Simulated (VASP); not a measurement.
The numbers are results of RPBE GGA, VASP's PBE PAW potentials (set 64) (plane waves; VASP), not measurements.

Input for VASP

INCAR:
```
SYSTEM = P
PREC = Accurate
ENCUT = 520
EDIFF = 1E-7
NELM = 100
ALGO = Normal
LREAL = .FALSE.
LASPH = .TRUE.
ISMEAR = 0
SIGMA = 0.05
GGA = RP
LWAVE = .FALSE.
LCHARG = .FALSE.
LORBIT = 11
ICHARG = 11
```

### POSCAR
```
P
14.3733490
  0.1156781983  -0.4999999836   0.0000000000
  0.1156781983   0.4999999836   0.0000000000
  0.0000000000   0.0000000000   0.3288172379
P
4
direct
  0.0728131672   0.9271868328   0.9075998411
  0.4271868328   0.5728131672   0.4075998411
  0.5728131672   0.4271868328   0.5924001589
  0.9271868328   0.0728131672   0.0924001589
```

**KPOINTS**
```
k-points along high-symmetry lines
8
Line-mode
Reciprocal
  0.000000   0.000000   0.000000 ! GAMMA
 -0.500000   0.500000   0.000000 ! Y

 -0.500000   0.500000   0.000000 ! Y
 -0.274939   0.725061   0.000000 ! C_0

  0.274939   0.274939   0.000000 ! SIGMA_0
  0.000000   0.000000   0.000000 ! GAMMA

  0.000000   0.000000   0.000000 ! GAMMA
  0.000000   0.000000   0.500000 ! Z

  0.000000   0.000000   0.500000 ! Z
  0.274939   0.274939   0.500000 ! A_0

 -0.274939   0.725061   0.500000 ! E_0
 -0.500000   0.500000   0.500000 ! T

 -0.500000   0.500000   0.500000 ! T
 -0.500000   0.500000   0.000000 ! Y

  0.000000   0.000000   0.000000 ! GAMMA
  0.000000   0.500000   0.000000 ! S

  0.000000   0.500000   0.000000 ! S
  0.000000   0.500000   0.500000 ! R

  0.000000   0.500000   0.500000 ! R
  0.000000   0.000000   0.500000 ! Z

  0.000000   0.000000   0.500000 ! Z
 -0.500000   0.500000   0.500000 ! T
```

POTCAR, in this order: P (PBE.64 set). Program: vasp_std. Read from the step before: CHGCAR.

The resulting files:

File OSZICAR:
```
       N       E                     dE             d eps       ncg     rms          rms(c)
DAV:   1     0.816077636695E+02    0.81608E+02   -0.78223E+03  2464   0.115E+03
DAV:   2    -0.122426383541E+02   -0.93850E+02   -0.90923E+02  3348   0.178E+02
DAV:   3    -0.182147828471E+02   -0.59721E+01   -0.59365E+01  3420   0.486E+01
DAV:   4    -0.183205664860E+02   -0.10578E+00   -0.10564E+00  3330   0.746E+00
DAV:   5    -0.183235623940E+02   -0.29959E-02   -0.29953E-02  3622   0.114E+00
DAV:   6    -0.183236629338E+02   -0.10054E-03   -0.10054E-03  3530   0.183E-01
DAV:   7    -0.183236645805E+02   -0.16466E-05   -0.16466E-05  3588   0.208E-02
DAV:   8    -0.183236646360E+02   -0.55571E-07   -0.55536E-07  3028   0.317E-03
   1 F= -.18323665E+02 E0= -.18323665E+02  d E =-.174438E-11
```

OUTCAR:
```
 val. band max:        2.5146403040   @ k =  -0.5000   0.5000   0.0000

 cond. band min:       3.3994563906   @ k =  -0.5000   0.5000   0.0000



 k-point     1 :       0.0000    0.0000    0.0000
  band No.  band energies     occupation
      1     -12.2798      2.00000
      2      -9.8889      2.00000
      3      -6.7335      2.00000
      4      -3.0813      2.00000
      5      -2.2797      2.00000
      6      -1.7984      2.00000
      7      -0.8080      2.00000
      8       0.7130      2.00000
      9       0.8949      2.00000
     10       2.4191      2.00000
     11       3.7198      0.00000
     12       4.1355      0.00000
     13       5.0642      0.00000
     14       5.6545      0.00000

 k-point     2 :      -0.0714    0.0714    0.0000
  band No.  band energies     occupation
      1     -12.2797      2.00000
      2      -9.8895      2.00000
      3      -6.7334      2.00000
      4      -3.0783      2.00000
      5      -2.2808      2.00000
      6      -1.8020      2.00000
      7      -0.8081      2.00000
      8       0.7132      2.00000
      9       0.9042      2.00000
     10       2.4237      2.00000
     11       3.7065      0.00000
     12       4.1351      0.00000
     13       5.0647      0.00000
     14       5.6543      0.00000

 k-point     3 :      -0.1429    0.1429    0.0000
  band No.  band energies     occupation
      1     -12.2792      2.00000
      2      -9.8910      2.00000
      3      -6.7331      2.00000
      4      -3.0697      2.00000
      5      -2.2840      2.00000
      6      -1.8121      2.00000
      7      -0.8084      2.00000
      8       0.7137      2.00000
      9       0.9310      2.00000
     10       2.4368      2.00000
     11       3.6679      0.00000
     12       4.1341      0.00000
     13       5.0659      0.00000
     14       5.6540      0.00000

 k-point     4 :      -0.2143    0.2143    0.0000
  band No.  band energies     occupation
      1     -12.2784      2.00000
...
```

The density is held fixed in this step, so its total energy and stress have no physical meaning. Without a dispersion term in the relaxation, distances and binding between the weakly bound layers, chains or molecules are unreliable, and so is what depends on them.

The compound is P in the black structure. It was relaxed first, which changed the volume by +49 %.
